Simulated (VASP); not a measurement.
The input files of a VASP run:

POSCAR:
```
Mg2Si
1
    0.0000000000     3.2430430000     3.2430430000
    3.2430430000     0.0000000000     3.2430430000
    3.2430430000     3.2430430000     0.0000000000
Mg Si
2 1
Direct
  0.2500000000   0.2500000000   0.2500000000
  0.7500000000   0.7500000000   0.7500000000
  0.0000000000   0.0000000000   0.0000000000
```

### KPOINTS
```
Automatic mesh
0
Gamma
7 7 7
0 0 0
```

**INCAR**
```
SYSTEM = Mg2Si
PREC = Accurate; ENCUT = 300; LREAL = F
LASPH = T
EDIFF = 1E-6; NELM = 100; ALGO = Normal
ISMEAR = -1; SIGMA = 0.01
GGA = PE
ISIF = 2
LWAVE = F; LCHARG = F
```

POTCAR, in this order: Mg Si (PBE.64 set). Program: vasp_std.

Problem. Translate this PBE calculation to Quantum ESPRESSO's pw.x.

Solution. One equivalent input (not run):
```
&CONTROL
  calculation = 'scf'
  pseudo_dir = './pseudo'
  outdir = './out'
  tprnfor = .true.
  tstress = .true.
/
&SYSTEM
  ibrav = 0
  nat = 3
  ntyp = 2
  ecutwfc = 84
  occupations = 'smearing'
  smearing = 'fermi-dirac'
  degauss = 0.000735
  input_dft = 'pbe'
/
&ELECTRONS
  conv_thr = 7.3e-08
  electron_maxstep = 100
/
ATOMIC_SPECIES
  Mg 24.305 Mg.upf
  Si 28.085 Si.upf
CELL_PARAMETERS angstrom
     0.0000000    3.2430430    3.2430430
     3.2430430    0.0000000    3.2430430
     3.2430430    3.2430430    0.0000000
ATOMIC_POSITIONS crystal
  Mg   0.2500000  0.2500000  0.2500000
  Mg   0.7500000  0.7500000  0.7500000
  Si   0.0000000  0.0000000  0.0000000
K_POINTS automatic
  7 7 7 0 0 0
```
Limits of the translation: the potentials are each code's own (VASP's PAW set, PseudoDojo norm-conserving files in pw.x), so ENCUT and ecutwfc are chosen apart and not converted; conv_thr bounds pw.x's estimated SCF error, while EDIFF bounds the energy change between steps.

The structure comes from a computed database's Mg2Si entry; how it stands against other phases isn't given here. The cell was not relaxed at this level.
